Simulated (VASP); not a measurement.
Input for VASP

KPOINTS:
```
K-points
0
G
8 8 2
0 0 0
```

### POSCAR
```
MoSe2
1.0
  1.6836064043  -2.9160922668   0.0000000000
  1.6836064043   2.9160922668   0.0000000000
  0.0000000000   0.0000000000  13.2583816462
Mo Se
2 4
direct
  0.3333330000   0.6666670000   0.2500000000
  0.6666670000   0.3333330000   0.7500000000
  0.3333330000   0.6666670000   0.8790436878
  0.6666670000   0.3333330000   0.3790436878
  0.6666670000   0.3333330000   0.1209563122
  0.3333330000   0.6666670000   0.6209563122
```

INCAR:
```
SYSTEM = MoSe2
PREC = Accurate
ENCUT = 520
EDIFF = 1E-7
NELM = 100
ALGO = Normal
LREAL = .FALSE.
LASPH = .TRUE.
ISMEAR = 0
SIGMA = 0.05
GGA = MK
PARAM1 = 0.1234568
PARAM2 = 0.7114
ZAB_VDW = -1.8867
LUSE_VDW = .TRUE.
AGGAC = 0.0
LMAXMIX = 4
LWAVE = .FALSE.
LCHARG = .FALSE.
ISIF = 4
IBRION = 2
NSW = 30
EDIFFG = -0.01
```

POTCAR, in this order: Mo_sv Se (PBE.64 set). Program: vasp_std.

### Question
Translate this rev-vdW-DF2 calculation to Quantum ESPRESSO's pw.x.

### Answer
One equivalent input (not run):
```
&CONTROL
  calculation = 'vc-relax'
  pseudo_dir = './pseudo'
  outdir = './out'
  tprnfor = .true.
  tstress = .true.
  nstep = 30
  forc_conv_thr = 0.00039
/
&SYSTEM
  ibrav = 0
  nat = 6
  ntyp = 2
  ecutwfc = 86
  occupations = 'smearing'
  smearing = 'gaussian'
  degauss = 0.003675
  input_dft = 'vdw-df2-b86r'
/
&ELECTRONS
  conv_thr = 7.3e-09
  electron_maxstep = 100
/
&IONS
/
&CELL
  cell_dofree = 'shape'
/
ATOMIC_SPECIES
  Mo 95.950 Mo.upf
  Se 78.971 Se.upf
CELL_PARAMETERS angstrom
     1.6836064   -2.9160923    0.0000000
     1.6836064    2.9160923    0.0000000
     0.0000000    0.0000000   13.2583816
ATOMIC_POSITIONS crystal
  Mo   0.3333330  0.6666670  0.2500000
  Mo   0.6666670  0.3333330  0.7500000
  Se   0.3333330  0.6666670  0.8790437
  Se   0.6666670  0.3333330  0.3790437
  Se   0.6666670  0.3333330  0.1209563
  Se   0.3333330  0.6666670  0.6209563
K_POINTS automatic
  8 8 2 0 0 0
```
Limits of the translation: the potentials are each code's own (VASP's PAW set, PseudoDojo norm-conserving files in pw.x), so ENCUT and ecutwfc are chosen apart and not converted; conv_thr bounds pw.x's estimated SCF error, while EDIFF bounds the energy change between steps; forc_conv_thr acts on force components and is met together with etot_conv_thr.

The compound is MoSe2 in the 2H layered structure. This cell is one point of a volume scan, at 1.06 of the reference volume. Symmetry was kept, so distortions that lower it aren't found.
